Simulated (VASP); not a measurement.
A convergence study with VASP on AlN (wurtzite): one setting is varied, all else stays as given below, so the limit is that of these other settings.

```
AlN
1.0
    1.55500    -2.69334     0.00000
    1.55500     2.69334     0.00000
    0.00000     0.00000     4.98000
Al N
2 2
Direct
  0.66667   0.33333   0.50000
  0.33333   0.66667   0.00000
  0.66667   0.33333   0.88200
  0.33333   0.66667   0.38200
```

All values below come from LDA (Ceperley-Alder, Perdew-Zunger), VASP's LDA PAW potentials (set 64) (plane waves; VASP). The tightest run used: 700 eV cut-off, 17×17×9 Γ-centred mesh, tetrahedra with Blöchl corrections, potentials Al N.

Problem. The settings run are 3×3×2 mesh; 4×4×2 mesh; 5×5×3 mesh; 6×6×3 mesh; 7×7×4 mesh; 8×8×4 mesh; 9×9×5 mesh; 10×10×6 mesh; 11×11×6 mesh; 12×12×7 mesh; 13×13×7 mesh; 14×14×8 mesh; 15×15×8 mesh; 16×16×9 mesh; 17×17×9 mesh. From which on does the energy per atom stay within 0.01 eV/atom of the tightest run?

Solution. From 4×4×2 mesh on: it is off by 0.0082 there and by no more than 0.01 in any finer run, while 3×3×2 mesh is off by 0.0474.
```tsv
setting	E (eV/atom)	pressure (GPa)	irreducible k-points	difference judged (eV/atom)
3×3×2 mesh	-8.1624	-3.80	6	0.0474
4×4×2 mesh	-8.2016	-3.92	8	0.0082
5×5×3 mesh	-8.2077	-3.87	10	0.0021
6×6×3 mesh	-8.2090	-3.87	14	0.0008
7×7×4 mesh	-8.2097	-3.86	24	0.0001
8×8×4 mesh	-8.2097	-3.86	30	0.0000
9×9×5 mesh	-8.2098	-3.86	36	0.0000
10×10×6 mesh	-8.2098	-3.86	56	0.0000
11×11×6 mesh	-8.2098	-3.86	64	0.0000
12×12×7 mesh	-8.2098	-3.86	76	0.0000
13×13×7 mesh	-8.2098	-3.86	84	0.0000
14×14×8 mesh	-8.2098	-3.86	120	0.0000
15×15×8 mesh	-8.2098	-3.86	135	0.0000
16×16×9 mesh	-8.2098	-3.86	150	0.0000
17×17×9 mesh	-8.2098	-3.86	165	0.0000
```

Left out are rungs that failed or repeat a setting and relaxations that didn't move; long series are thinned to 24 rows.

The compound is AlN in the wurtzite structure. The cell was not relaxed at this level.
